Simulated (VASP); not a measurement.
The system is BaTiH3.

```xyz
5
Lattice="3.5162 0.0000 0.0000 0.0000 3.5162 0.0000 0.0000 0.0000 3.5162" Properties=species:S:1:pos:R:3 pbc="T T T"
Ba    1.7581    1.7581    1.7581
Ti    0.0000    0.0000    0.0000
H     1.7581    0.0000    0.0000
H     0.0000    1.7581    0.0000
H     0.0000    0.0000    1.7581
```

The cell was built by a generator and needn't be a form met in nature.

| Item | Value |
| --- | --- |
| Program | VASP 6.6.1 |
| Task | relaxation of cell and atoms |
| Functional | PBE |
| Potentials or basis | VASP PAW PBE potentials, release 64 (Ba_sv, Ti_sv, H) |
| Cutoff | 600 eV |
| k mesh | 8 × 8 × 8 |
| Occupations | gaussian, width 0.03 eV |
| Spin | no spin polarisation |

At the start: pressure 56.5 GPa; volume 8.69 Å³/atom.

**Question.** How do energy, volume and symmetry change on relaxing?

**Answer.** Over 4 steps the energy falls by 605.2 meV/atom and the volume is 13.64 Å³/atom (+56.9 %); space group Pm-3m (No. 221, to 0.05 Å).

Step by step:
| step | energy change (eV) | largest force (eV/Å) | pressure (GPa) | volume (Å³) |
| --- | --- | --- | --- | --- |
| 1 | 0.0000 | 0.0000 | 56.47 | 43.47 |
| 2 | -3.0120 | 0.0000 | 2.14 | 65.74 |
| 3 | -3.0166 | 0.0000 | -1.49 | 70.07 |
| 4 | -3.0261 | 0.0000 | -0.11 | 68.21 |

Final structure:
```
CELL_PARAMETERS angstrom
4.08582 0.00000 0.00000
0.00000 4.08582 0.00000
0.00000 0.00000 4.08582
ATOMIC_POSITIONS crystal
Ba 0.50000 0.50000 0.50000
Ti 0.00000 0.00000 0.00000
H 0.50000 0.00000 0.00000
H 0.00000 0.50000 0.00000
H 0.00000 0.00000 0.50000
```

Caveat: the volume moved by over 15 % at a fixed basis, so the end points are rough.
